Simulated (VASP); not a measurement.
Consider the following.

```xyz
4
Lattice="4.1485 0.0000 0.0000 0.0000 4.1485 0.0000 0.0000 0.0000 5.8955" Properties=species:S:1:pos:R:3 pbc="T T T"
In     0.0000     0.0000     2.9477
Ga     2.0742     2.0742     0.0000
As     2.0742     0.0000     4.5388
As     0.0000     2.0742     1.3566
```

Computed with PBEsol GGA, VASP's PBE PAW potentials (set 64) (plane waves; VASP). Run with 400 eV cut-off, 8×8×6 Γ-centred mesh, tetrahedra with Blöchl corrections, potentials In_d Ga_d As.

The cores are frozen, which limits the accuracy of field gradients.

**Question.** Give the principal components of the electric field gradient (V/Å²) and the asymmetry η at each nucleus.

**Answer.** 
| atom | Vxx | Vyy | Vzz | η |
|---|---|---|---|---|
| In1 | 11.3 | 11.3 | -22.6 | 0.00 |
| Ga2 | -6.0 | -6.0 | 12.0 | 0.00 |
| As3 | 22.9 | 4.3 | -27.2 | 0.68 |
| As4 | 22.9 | 4.3 | -27.2 | 0.68 |

The structure comes from a computed database's InGaAs2 entry (P-4m2); how it stands against other phases isn't given here. It was relaxed first.
